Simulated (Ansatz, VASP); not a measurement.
**PtSe2 (1T-PtSe2 monolayer) in two plane-wave programs**

Wanted: the spread between two codes on one cell, functional and k mesh. The structure shown is the end of the VASP relaxation below.

Program: Ansatz 0.2.0. Level of theory: plane waves, with VASP 6.6.1 beside it; single point at PBE with D3(BJ) and band structure at PBE with D3(BJ), spin-orbit coupling. Results are calculated unless marked as measured.

## (1) Starting point

The cell holds 3 atoms: 1 Pt and 2 Se. Cell: a = 3.666 Å, b = 3.666 Å, c = 22.000 Å, α = 90.0°, β = 90.0°, γ = 120.0°. Vacuum lies along c.

Coordinates:

```cif
data_structure
_symmetry_space_group_name_H-M 'P 1'
_symmetry_Int_Tables_number 1
_cell_length_a 3.6658
_cell_length_b 3.6658
_cell_length_c 22.0000
_cell_angle_alpha 90.000
_cell_angle_beta 90.000
_cell_angle_gamma 120.000
_cell_volume 256.03
loop_
_atom_site_label
_atom_site_type_symbol
_atom_site_fract_x
_atom_site_fract_y
_atom_site_fract_z
_atom_site_occupancy
Pt1 Pt 0.00000 0.00000 0.50000 1
Se2 Se 0.33333 0.66667 0.43872 1
Se3 Se 0.66667 0.33333 0.56128 1
```

## (2) VASP: relaxation, PBE with D3(BJ)

This run makes the geometry at which the two programs are then compared.

Lines of VASP's logs that name or quote its potential files are left out, and so is its time.

File INCAR:

```
SYSTEM = PtSe2
PREC = Normal
ENCUT = 350
EDIFF = 1E-06
NELM = 120
ISMEAR = 0
SIGMA = 0.03
LREAL = .FALSE.
ALGO = Fast
GGA = PE
IVDW = 12
NBANDS = 17
LASPH = .TRUE.
LORBIT = 11
LWAVE = .FALSE.
LCHARG = .FALSE.
KPAR = 4
IBRION = 2
NSW = 30
ISIF = 2
EDIFFG = -0.015
POTIM = 0.4
MAXMIX = 40
IDIPOL = 3
LDIPOL = .TRUE.
DIPOL = 0.5 0.5 0.5
```

File POSCAR:

```
PtSe2
1.0
    3.6658085487      0.0000000000      0.0000000000
   -1.8329042744      3.1746833286      0.0000000000
    0.0000000000      0.0000000000     22.0000000000
Pt Se
1 2
Direct
    0.0000000000      0.0000000000      0.5000000000
    0.3333333333      0.6666666667      0.4396979050
    0.6666666667      0.3333333333      0.5603020950
```

File KPOINTS:

```
Automatic mesh
0
Gamma
9 9 1
0 0 0
```

PAW data sets: Pt and Se (PBE family, release 64).

The run is started by

```
$ mpirun -np 4 vasp_std
```

Numbers of over 12 decimals in the logs are rounded to 6 here.

What it wrote:

```text
[banner, memory and clock lines left out]
running    4 mpi-ranks, on    1 nodes
 distrk:  each k-point on    1 cores,    4 groups
 distr:  one band on    1 cores,    1 groups

 POSCAR found type information on POSCAR PtSe
 POSCAR found :  2 types and       3 ions
 LDA part: xc-table for (Slater+PW92), standard interpolation
 POSCAR, INCAR and KPOINTS ok, starting setup
 FFT: planning ... GRIDC
 FFT: planning ... GRID_SOFT
 FFT: planning ... GRID
 WAVECAR not read
 entering main loop
       N       E                     dE             d eps       ncg     rms          rms(c)
DAV:   1     0.145886669219E+03    0.14589E+03   -0.62609E+03   416   0.702E+02
DAV:   2    -0.156011613628E+01   -0.14745E+03   -0.13947E+03   616   0.154E+02
DAV:   3    -0.149081618550E+02   -0.13348E+02   -0.13280E+02   516   0.587E+01
DAV:   4    -0.150992906193E+02   -0.19113E+00   -0.19088E+00   540   0.797E+00
DAV:   5    -0.151023274174E+02   -0.30368E-02   -0.30364E-02   565   0.949E-01    0.130E+01
RMM:   6    -0.144332026919E+02    0.66912E+00   -0.40938E+00   408   0.114E+01    0.695E+00
RMM:   7    -0.142914565378E+02    0.14175E+00   -0.60373E-01   408   0.489E+00    0.321E+00
RMM:   8    -0.142519744493E+02    0.39482E-01   -0.66722E-02   409   0.182E+00    0.430E-01
RMM:   9    -0.142516047425E+02    0.36971E-03   -0.21623E-02   412   0.859E-01    0.178E-01
RMM:  10    -0.142517260288E+02   -0.12129E-03   -0.20019E-03   425   0.273E-01    0.162E-01
RMM:  11    -0.142519365449E+02   -0.21052E-03   -0.58000E-04   413   0.133E-01    0.185E-01
RMM:  12    -0.142521782141E+02   -0.24167E-03   -0.31304E-03   408   0.293E-01    0.402E-01
RMM:  13    -0.142517733731E+02    0.40484E-03   -0.27649E-04   408   0.101E-01    0.249E-01
RMM:  14    -0.142517720765E+02    0.12966E-05   -0.17414E-05   408   0.262E-02    0.246E-01
[...]
RMM:  22    -0.142517800304E+02    0.15925E-03   -0.71021E-04   643   0.108E-01    0.153E-02
RMM:  23    -0.142518094424E+02   -0.29412E-04   -0.43320E-05   473   0.277E-02    0.319E-02
RMM:  24    -0.142518138835E+02   -0.44411E-05   -0.98905E-06   381   0.137E-02    0.190E-02
RMM:  25    -0.142518210553E+02   -0.71718E-05   -0.47905E-06   348   0.956E-03    0.745E-03
RMM:  26    -0.142518239287E+02   -0.28734E-05   -0.16749E-06   289   0.575E-03    0.396E-03
RMM:  27    -0.142518249945E+02   -0.10658E-05   -0.10211E-06   267   0.432E-03    0.153E-03
RMM:  28    -0.142518266207E+02   -0.16263E-05   -0.90782E-07   266   0.415E-03    0.367E-03
RMM:  29    -0.142518268649E+02   -0.24419E-06   -0.11729E-07   223   0.195E-03
   1 F= -.15168880E+02 E0= -.15168880E+02  d E =-.151689E+02
 curvature:   0.00 expect dE= 0.000E+00 dE for cont linesearch  0.000E+00
 trial: gam= 0.00000 g(F)=  0.525E-02 g(S)=  0.000E+00 ort = 0.000E+00 (trialstep = 0.100E+01)
 search vector abs. value=  0.525E-02
 bond charge predicted
       N       E                     dE             d eps       ncg     rms          rms(c)
DAV:   1    -0.142568401776E+02   -0.50136E-02   -0.16749E-01   427   0.214E+00    0.211E-01
RMM:   2    -0.142572925548E+02   -0.45238E-03   -0.74377E-03   408   0.461E-01    0.248E-01
RMM:   3    -0.142578084527E+02   -0.51590E-03   -0.23874E-03   408   0.250E-01    0.223E-01
RMM:   4    -0.142574902665E+02    0.31819E-03   -0.30462E-04   409   0.110E-01    0.101E-01
RMM:   5    -0.142573740638E+02    0.11620E-03   -0.23735E-04   408   0.713E-02    0.367E-02
RMM:   6    -0.142573649408E+02    0.91230E-05   -0.44758E-05   415   0.340E-02    0.370E-02
RMM:   7    -0.142573589907E+02    0.59501E-05   -0.36081E-05   408   0.266E-02    0.193E-02
RMM:   8    -0.142573605039E+02   -0.15132E-05   -0.95393E-06   391   0.150E-02    0.365E-03
RMM:   9    -0.142573617864E+02   -0.12825E-05   -0.17964E-06   291   0.675E-03    0.367E-03
RMM:  10    -0.142573622117E+02   -0.42533E-06   -0.79606E-07   274   0.442E-03
   2 F= -.15172859E+02 E0= -.15172859E+02  d E =-.397935E-02
 trial-energy change:   -0.003979  1 .order   -0.003990   -0.005248   -0.002731
 step:   2.1444(harm=  2.0847)  dis= 0.02158  next Energy=   -15.174407 (dE=-0.553E-02)
 bond charge predicted
       N       E                     dE             d eps       ncg     rms          rms(c)
DAV:   1    -0.142599937238E+02   -0.26319E-02   -0.21949E-01   410   0.246E+00    0.238E-01
RMM:   2    -0.142605370840E+02   -0.54336E-03   -0.73164E-03   408   0.469E-01    0.346E-02
RMM:   3    -0.142606390004E+02   -0.10192E-03   -0.95903E-04   413   0.180E-01    0.162E-02
RMM:   4    -0.142606638444E+02   -0.24844E-04   -0.20529E-04   413   0.836E-02    0.138E-02
RMM:   5    -0.142606653775E+02   -0.15331E-05   -0.38997E-05   408   0.388E-02    0.117E-02
RMM:   6    -0.142606661565E+02   -0.77903E-06   -0.84564E-06   380   0.186E-02
   3 F= -.15174368E+02 E0= -.15174368E+02  d E =-.548760E-02
 curvature:  -1.04 expect dE=-0.125E-05 dE for cont linesearch -0.125E-05
 trial: gam= 0.00000 g(F)=  0.121E-05 g(S)=  0.000E+00 ort =-0.796E-04 (trialstep = 0.123E+01)
 search vector abs. value=  0.121E-05
 reached required accuracy - stopping structural energy minimisation
```

From OUTCAR (step 2):

```text
ion  position               nearest neighbor table
   1  0.000  0.000  0.500-   2 2.50   3 2.50   3 2.50   2 2.50   3 2.50   2 2.50
   2  0.333  0.667  0.440-   1 2.50   1 2.50   1 2.50
   3  0.667  0.333  0.560-   1 2.50   1 2.50   1 2.50

  LATTYP: Found a hexagonal cell.
 ALAT       =     3.6658085487
 C/A-ratio  =     6.0014045217

 Subroutine GETGRP returns: Found 12 space group operations
 (whereof 12 operations were pure point group operations)

The static configuration has the point symmetry D_3d.

 Found     12 irreducible k-points:

   k-points           NKPTS =     12   k-points in BZ     NKDIM =     12   number of bands    NBANDS=     17

   dimension x,y,z NGX =    18 NGY =   18 NGZ =  108
   dimension x,y,z NGXF=    36 NGYF=   36 NGZF=  216

   ENCUT  =  350.0 eV  25.72 Ry    5.07 a.u.   5.59  5.59 33.56*2*pi/ulx,y,z

   NELECT =      22.0000    total number of electrons

 k-points in reciprocal lattice and weights: Automatic mesh
   0.00000000  0.00000000  0.00000000       0.012
   0.11111111  0.00000000  0.00000000       0.074
   0.22222222  0.00000000  0.00000000       0.074
   0.33333333  0.00000000  0.00000000       0.074
   0.44444444  0.00000000  0.00000000       0.074
   0.11111111  0.11111111  0.00000000       0.074
   0.22222222  0.11111111  0.00000000       0.148
   0.33333333  0.11111111  0.00000000       0.148
   0.44444444  0.11111111  0.00000000       0.074
   0.22222222  0.22222222  0.00000000       0.074
   0.33333333  0.22222222  0.00000000       0.148
   0.33333333  0.33333333  0.00000000       0.025

 Edisp (eV)   -0.91550

 dipolmoment           0.000000      0.000000      0.000000 electrons x Angstroem

 average (electrostatic) potential at core
       1 -77.1617       2 -61.0903       3 -61.0903

 E-fermi :  -2.7720

 k-point     1 :       0.0000    0.0000    0.0000
  band No.  band energies     occupation
    ...
      7      -5.9083      2.00000
      8      -4.3813      2.00000
      9      -3.7596      2.00000
     10      -2.9229      2.00000
     11      -2.9229      2.00000
     12       0.0097      0.00000
     13       0.0097      0.00000
     14       1.5300      0.00000
     15       2.2181      0.00000
     16       2.6486      0.00000
    ...

 k-point     2 :       0.1111    0.0000    0.0000
  band No.  band energies     occupation
    ...
      7      -5.9969      2.00000
      8      -4.7437      2.00000
      9      -3.5368      2.00000
     10      -3.0673      2.00000
     11      -2.9243      2.00000
     12      -0.7985      0.00000
     13      -0.1803      0.00000
     14       1.9454      0.00000
     15       2.4157      0.00000
     16       2.9491      0.00000
    ...

 k-point     3 :       0.2222    0.0000    0.0000
  band No.  band energies     occupation
    ...
      7      -6.1065      2.00000
      8      -5.2307      2.00000
      9      -3.4292      2.00000
     10      -3.3249      2.00000
     11      -3.1449      2.00000
     12      -1.6233      0.00000
     13      -0.4066      0.00000
     14       2.6532      0.00000
     15       2.8153      0.00000
     16       3.1586      0.00000
    ...

 Edisp (eV)   -0.91370

  Total       0.67392     0.67392    -0.10570    -0.00000     0.00000    -0.00000
  in kB       4.21722     4.21722    -0.66143    -0.00000     0.00000    -0.00000
  external pressure =        2.59 kB  Pullay stress =        0.00 kB

  energy-cutoff  :      350.00
  volume of cell :      256.03
      direct lattice vectors                 reciprocal lattice vectors
     3.665808549  0.000000000  0.000000000     0.272791115  0.157496023  0.000000000
    -1.832904274  3.174683329  0.000000000     0.000000000  0.314992047  0.000000000
     0.000000000  0.000000000 22.000000000     0.000000000  0.000000000  0.045454545

 POSITION                                       TOTAL-FORCE (eV/Angst)
 -----------------------------------------------------------------------------------
      0.00000      0.00000     11.00000         0.000000      0.000000     -0.000000
     -0.00000      2.11646      9.65177        -0.000000      0.000000      0.003953
      1.83290      1.05823     12.34823         0.000000     -0.000000     -0.003953
 -----------------------------------------------------------------------------------
    total drift:                                0.000000     -0.000000      0.000000

  FREE ENERGIE OF THE ION-ELECTRON SYSTEM (eV)
  ---------------------------------------------------
  free  energy   TOTEN  =       -15.1743676081 eV

  energy  without entropy=      -15.1743676081  energy(sigma->0) =      -15.17436761

 reached required accuracy - stopping structural energy minimisation

 vacuum level on the upper side and lower side of the slab         2.566         2.566

 total charge
# of ion       s       p       d       tot
------------------------------------------
    1        0.681   0.710   8.003   9.395
    2        1.477   2.256   0.057   3.791
    3        1.477   2.256   0.057   3.791
--------------------------------------------------
tot          3.635   5.223   8.118  16.976

[... 3 further parts left out ...]
```

CONTCAR:

```
PtSe2
   1.00000000000000
     3.6658085486999998    0.0000000000000000    0.0000000000000000
    -1.8329042743999999    3.1746833286000000    0.0000000000000000
     0.0000000000000000    0.0000000000000000   22.0000000000000000
  Pt              Se
     1     2
Direct
     0.0000000000000000    0.0000000000000000    0.5000000000000000
     0.3333333332999970    0.6666666667000030    0.4387169700803530
     0.6666666667000030    0.3333333332999970    0.5612830299196470
```

## (3) Ansatz: single point, PBE with D3(BJ)

Ansatz runs on its default PAW (the set named soft_2) files.

The same cell, functional, mesh and smearing now go to Ansatz, which takes its cutoff from its data sets.

File input.yaml:

```yaml
crystal:
  lattice:
    - [3.66580855, 0.0, 0.0]
    - [-1.83290427, 3.17468333, 0.0]
    - [0.0, 0.0, 22.0]
  atoms:
    - { symbol: Pt, position: [0.0, 0.0, 0.5] }
    - { symbol: Se, position: [0.33333333, 0.66666667, 0.43871697] }
    - { symbol: Se, position: [0.66666667, 0.33333333, 0.56128303] }
hamiltonian:
  xc: pbe
  pseudopotentials: { kind: paw }
  dispersion: d3bj
kpoints:
  mp_grid: { grid: [9, 9, 1] }
scf:
  occupations: { method: gaussian, width: 0.03 }
  n_extra_bands: 4
efield:
  axis: 3
  dipole_correction: true
  ramp_width: 0.04
output:
  forces: true
  eigenvalues: true
```

The run is started by

```
$ ansatz run input.yaml --threads 2 --pin off --max-ram 4608MiB --backend cpu --events-out ev --progress --plain --runs-dir out
```

What it wrote:

```text
scf.n_extra_bands = 4 over 25 filled bands (N_el = 50.0): the run solves 29 bands
Engine: ansatz 0.2.0, aarch64-unknown-linux-gnu
Pseudopotentials: kind: paw
Pseudopotential: Pt, paw, valence charge 18, recommended cutoff 420 eV (normal), Pt.paw.azcp
Pseudopotential: Se, paw, valence charge 16, recommended cutoff 420 eV (normal), Se.paw.azcp
Functional definition: PBE
  parameter kappa = 0.804
  parameter beta = 0.066725
  exchange = pbe_x(kappa = kappa, mu = beta*pi^2/3)
  correlation = pbe_c(beta = beta)
Crystal: 3 atoms, lattice volume = 256.031 Å³
Basis set: ecut = 420 eV, 4957 PW (Γ), exchange–correlation on 50×50×300 points (8 copies of the dense FFT grid, shifted against one another)
Bands: 29, of which v1, the nominal top of the filled ones, is band 25 counted from 1 (24 counted from 0)
Symmetry: 6 space group operations
k-points: 12 of 81 (time reversal used)
Non-local potential: Pt, projectors of the file, l = 0: 3, l = 1: 2, l = 2: 2, l = 3: 1
Non-local potential: Se, projectors of the file, l = 0: 2, l = 1: 2, l = 2: 3, l = 3: 1
PAW form: soft (Blöchl's): semilocal exchange-correlation on the pseudo side does not see the compensation charge
PAW one-centre angular grid: Pt, 590 points (default); XC on 64 Gauss nodes
PAW one-centre angular grid: Se, 590 points (default); XC on 64 Gauss nodes
Initial density: superposition of atomic densities (neutral atoms: chi_scale 0, normalization atom), corrected by the library's trained network
Initial wavefunctions: pseudopotential atomic-orbital guess
Functional: x = pbe(κ = 0.804, μ = 0.219515), c = pbe(β = 0.066725)
SCF iter   1: F=—  HF=-23463.239089 eV  |F-HF|=—  |Δ(HF+E_count)|=         —  Δρ=1.68e-3  dr2=7.54e-3  ethr=1.77e-3  p=0.000 e·Å  D=4.71e-14 V/Å  ΔV_dip=-0.00 eV  dr2_dipole=3.30e-10  V_vac-E_F(+/−)=4.91/4.91 eV  ⟨swp⟩=8.2  Hψ=1602  notcnv=0
efield: sawtooth ramp at fractional position 0.9800 (placed from the atoms, in the widest stretch of the axis that holds none; the zero of the levels goes with the place), width 0.0400; the density the first Hamiltonian is built on has a dipole p = 0.000 e·Å; the dipole correction subtracts the counter field D = 4.71e-14 V/Å, which shifts the + side's vacuum level by -0.00 eV against the − side's; the planar-averaged density in the ramp window peaks in size at 1.1e-5 e/Å³
preconditioner: auto → Resta (q_TF=auto, 2.078 Å⁻¹)  ε∞=2.5  [insulator: Δε(μ)=1.320 eV  Ē_g=8.795 eV  σ=0.030 eV  W_gap=1.00  n_scr=44 (ndim 8)  ℏωp=10.9 eV  f_vac=0.725  D(μ)=0.00/eV (n_scr^D=0)  ε∞_Penn≈2.5  vacuum switching on, ρ_ref=5.6e-3 e/Å³]
SCF iter   2: F=—  HF=-23463.238701 eV  |F-HF|=—  |Δ(HF+E_count)|=   3.88e-4  Δρ=9.61e-4  dr2=3.91e-3  ethr=1.51e-5  p=-0.000 e·Å  D=-5.67e-6 V/Å  ΔV_dip=0.00 eV  dr2_dipole=6.99e-11  V_vac-E_F(+/−)=4.93/4.93 eV  ⟨swp⟩=2.9  Hψ=771  notcnv=0
SCF iter   3: F=—  HF=-23463.238223 eV  |F-HF|=—  |Δ(HF+E_count)|=   4.78e-4  Δρ=4.81e-4  dr2=2.88e-4  ethr=7.82e-6  p=-0.000 e·Å  D=-6.16e-6 V/Å  ΔV_dip=0.00 eV  dr2_dipole=5.59e-10  V_vac-E_F(+/−)=4.91/4.91 eV  ⟨swp⟩=2.0  Hψ=464  notcnv=0
SCF iter   4: F=—  HF=-23463.238445 eV  |F-HF|=—  |Δ(HF+E_count)|=   2.22e-4  Δρ=7.03e-5  dr2=1.69e-5  ethr=5.76e-7  p=0.000 e·Å  D=1.04e-5 V/Å  ΔV_dip=-0.00 eV  dr2_dipole=1.16e-8  V_vac-E_F(+/−)=4.90/4.90 eV  ⟨swp⟩=2.0  Hψ=516  notcnv=0
SCF iter   5: F=—  HF=-23463.238465 eV  |F-HF|=—  |Δ(HF+E_count)|=   2.02e-5  Δρ=2.77e-5  dr2=2.38e-6  ethr=3.38e-8  p=-0.000 e·Å  D=-1.69e-5 V/Å  ΔV_dip=0.00 eV  dr2_dipole=4.96e-8  V_vac-E_F(+/−)=4.90/4.90 eV  ⟨swp⟩=2.0  Hψ=461  notcnv=0
SCF iter   6: F=—  HF=-23463.238467 eV  |F-HF|=—  |Δ(HF+E_count)|=   1.82e-6  Δρ=2.20e-5  dr2=1.06e-5  ethr=4.75e-9  p=0.000 e·Å  D=1.20e-4 V/Å  ΔV_dip=-0.00 eV  dr2_dipole=2.24e-6  V_vac-E_F(+/−)=4.90/4.90 eV  ⟨swp⟩=2.0  Hψ=472  notcnv=0  recentre
SCF iter   7: F=—  HF=-23463.238466 eV  |F-HF|=—  |Δ(HF+E_count)|=   1.01e-6  Δρ=6.03e-6  dr2=2.07e-7  ethr=4.75e-9  p=-0.000 e·Å  D=-1.24e-5 V/Å  ΔV_dip=0.00 eV  dr2_dipole=2.58e-8  V_vac-E_F(+/−)=4.90/4.90 eV  ⟨swp⟩=2.0  Hψ=437  notcnv=0
SCF iter   8: F=-23463.238466 eV  HF=-23463.238466 eV  |F-HF|=2.91e-8  |Δ(HF+E_count)|=   9.24e-8  Δρ=1.52e-6  dr2=8.82e-9  ethr=2.00e-10  p=0.000 e·Å  D=6.05e-7 V/Å  ΔV_dip=-0.00 eV  dr2_dipole=1.08e-10  V_vac-E_F(+/−)=4.90/4.90 eV  ⟨swp⟩=7.8  Hψ=1460  notcnv=0
SCF 1 converged in 8 iterations: F = -23463.238466 eV  dr2 = 8.82e-9
  greatest PAW one-centre occupation: 1.000 electrons in one spin orbital (limit 2), on the Pt atom at site 0 (counted from 0), in its partial waves of l = 0
SCF converged after 8 iterations
Free energy (F): -23463.238466 eV
Harris-Foulkes:  -23463.238466 eV  (|F-HF|=2.91e-8)
Internal energy: -23463.238466 eV  (E = F + TS)
E sigma→0 (E₀):  -23463.238466 eV
Fermi energy:    -0.658975 eV
Dipole field:    D = -0.000012 V/Å  (p = -0.000017 e·Å, saw-weighted, corrected)
Work function:   Φ+ = 4.9014 eV   Φ− = 4.9012 eV
Levels:          The Fermi level and band energies are counted from a zero that moves with the ramp; work functions are not
--- Per-component energies (eV) ---
  E_band       = -1634.378603
  E_kinetic    = 874.092893
  E_local      = -53851.235549  (includes V_loc(G=0)·N_el)
  E_nonlocal   = -991.015383
  E_hartree    = 26342.842183
  E_xc         = -470.120979
  E_vxc        = -499.070411  (∫ρ·V_xc dr)
  E_paw        = -13277.647393  (= ΣΔE_a)
  E_vpaw       = 147.153846  (= ΣTr[D̂ρ^β])
  E_aug_tail   = -0.000974  (compensation charges beyond the density's cutoff)
  E_efield     = 0.000000  (sawtooth field / dipole correction)
  E_vefield    = 0.000000  (∫n·V_field dr)
  E_ewald      = 17910.760514
  E_disp       = -0.913779  (pairwise vdW)
  E_smearing   = -0.000000  (= −TS)
  E_closure    = 0.000000  (closes the sum)
  Σ components = -23463.238466   (vs F -23463.238466, Δ=0.00e0)
--- Forces (eV/Å), atoms counted from 1 ---
  atom   1  Pt    -0.00000000     0.00000000    -0.00000574
  atom   2  Se     0.00000000     0.00000000     0.00260935
  atom   3  Se    -0.00000000     0.00000000    -0.00260281
  max |Σ_I F_I| component: 7.98e-7 eV/Å
--- Band table (eV; the first three rows and the last of 12) ---
  k-point 0: bands = [... 21 lower, -2.7687, -2.1480, -1.3135, -1.3135, 1.6237, 1.6237, 3.1391, 3.8279]
  k-point 1: bands = [... 21 lower, -3.1318, -1.9257, -1.4555, -1.3142, 0.8163, 1.4340, 3.5533, 4.0238]
  k-point 2: bands = [... 21 lower, -3.6179, -1.8186, -1.7141, -1.5335, -0.0042, 1.2078, 4.2610, 4.4264]
  k-point 11: bands = [... 21 lower, -3.9107, -3.7922, -2.3480, -2.3480, 0.3913, 0.3913, 4.6116, 6.6926]
```

Elapsed: 8.1 s, on 2 threads of Arm Neoverse N1, shared host; peak memory 0.44 GiB; 15 s of CPU time.

In the SCF lines HF is the Harris–Foulkes energy and dr2 the Hartree energy of the density residual, in eV; the loop may stop once dr2 is under the threshold and the program's other checks hold. Hψ counts applications of the Hamiltonian.

## (4) Differences

Known differences besides the PAW data sets themselves: the data sets hold 50 valence electrons in Ansatz (default PAW (the set named soft_2) files) and 22 in VASP; the cutoff is 420 eV in Ansatz and 350 eV in VASP (PREC = Normal). Total energies have different zeros and are not compared.

Both answers:

```
              quantity  Ansatz   VASP  difference
gap on the k mesh (eV)   1.309  1.300      +0.010
```

[end of part 1 of 2]

[Lines on the potential files, build, host, timing and source positions are cut from VASP's logs without a mark.]

[Logs are printed without paths, hosts, clocks, repeated set-up lines and the standing remarks that a program may print on its own settings, such as how far it seeks lower states.]

[Hosts, paths, dates, database ids (printed as entryN), source tags and the programs' standing remarks are cut or masked in the printed files.]
